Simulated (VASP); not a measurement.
Calculation: r2SCAN meta-GGA, VASP's PBE PAW potentials (set 64) (plane waves; VASP 6.6.1).

VASP ran on this input.

### INCAR
```
! general
SYSTEM  = Be
PREC    = Accurate
ENCUT   = 520
LREAL   = F
LASPH   = T

! electronic loop
EDIFF   = 1E-6
NELM    = 100
ALGO    = Normal
LMIXTAU = T

! smearing
ISMEAR  = 1
SIGMA   = 0.1

! functional
METAGGA = R2SCAN

! ions
IBRION  = 2
NSW     = 60
ISIF    = 3
EDIFFG  = -0.01

! output
LWAVE   = F
LCHARG  = F
```

### KPOINTS
```
Automatic mesh
0
Gamma
16 16 9
0 0 0
```

POSCAR:
```
Be
1
    1.1450000000    -1.9831980000     0.0000000000
    1.1450000000     1.9831980000     0.0000000000
    0.0000000000     0.0000000000     3.5800000000
Be
2
Direct
  0.3333330000   0.6666670000   0.2500000000
  0.6666670000   0.3333330000   0.7500000000
```

POTCAR, in this order: Be (PBE.64 set). Program: vasp_std.

Energy and stress use the plane-wave basis of the starting cell.

### Question
Predict the energy per atom (σ→0), volume per atom, band gap (on the k-mesh).

### Answer

```
Quantity                                                     Value
------------------------  ----------------------------------------
energy per atom (σ→0)                               -4343 meV/atom
band gap (on the k-mesh)  none (metal, semimetal or under 0.01 eV)
volume per atom                                       7.92 Å³/atom
```

OSZICAR:
```
...
       N       E                     dE             d eps       ncg     rms          rms(c)
DAV:   1    -0.868605464611E+01    0.94737E-07   -0.69465E-06  2310   0.317E-02    0.107E-03
DAV:   2    -0.868605491148E+01   -0.26537E-06   -0.99909E-08  1032   0.338E-03
   4 F= -.86860549E+01 E0= -.86859889E+01  d E =-.433832E-02
       N       E                     dE             d eps       ncg     rms          rms(c)
DAV:   1    -0.868606571691E+01   -0.11071E-04   -0.10385E-04  2238   0.694E-02    0.324E-03
DAV:   2    -0.868606495615E+01    0.76076E-06   -0.42693E-07  2028   0.595E-03
   5 F= -.86860650E+01 E0= -.86859931E+01  d E =-.100447E-04
```

The compound is Be in the hcp structure. This run relaxes it. Symmetry was kept, so distortions that lower it aren't found.
